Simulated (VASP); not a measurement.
Input of a VASP 6.6.1 run:

The input INCAR:

```
PREC     = Accurate       # precision mode
ENCUT    = 520            # plane-wave cutoff, eV
EDIFF    = 1E-7           # SCF threshold, eV
ISMEAR   = -1             # smearing method
SIGMA    = 0.05           # smearing width, eV
LREAL    = F              # projectors in reciprocal space
LASPH    = T              # aspherical terms in the spheres
NELM     = 100            # most SCF steps
ALGO     = Normal         # electronic algorithm
ISIF     = 2              # what is computed and relaxed
LWAVE    = F              # write WAVECAR
LCHARG   = T              # write CHGCAR
GGA      = PE             # functional
LELF     = T              # ELF
LVHAR    = T            
NBANDS   = 19             # bands
```

The input KPOINTS:

```
regular mesh
0
Gamma
  7 7 7
```

POSCAR

```
BaBe5
1.0
    4.6591708300      0.0000000000      0.0000000000
   -2.3295854200      4.0349603000      0.0000000000
    0.0000000000      0.0000000000      3.7585896100
Ba Be
1 5
Direct
    0.0000000000      0.0000000000      0.0000000000
    0.5000000000      0.5000000000      0.5000000000
    0.6666666700      0.3333333300      0.0000000000
    0.0000000000      0.5000000000      0.5000000000
    0.3333333300      0.6666666700      0.0000000000
    0.5000000000      0.0000000000      0.5000000000
```

Potentials or basis: VASP PAW PBE potentials, release 64 (Ba_sv, Be).

The run is started by

```sh
$ cat potpaw_PBE.64/Ba_sv/POTCAR potpaw_PBE.64/Be/POTCAR > POTCAR
$ mpirun -np 1 vasp_std > vasp.out
```

(1) Estimate the pressure.

(2) What does it give for the band gap on the k mesh?

Answers

(1) 16.8 GPa.

(2) none (metal or under the smearing width).

Caveat: so large a pressure means that the cell lies far from this level's equilibrium, or that cutoff or potentials fall short.
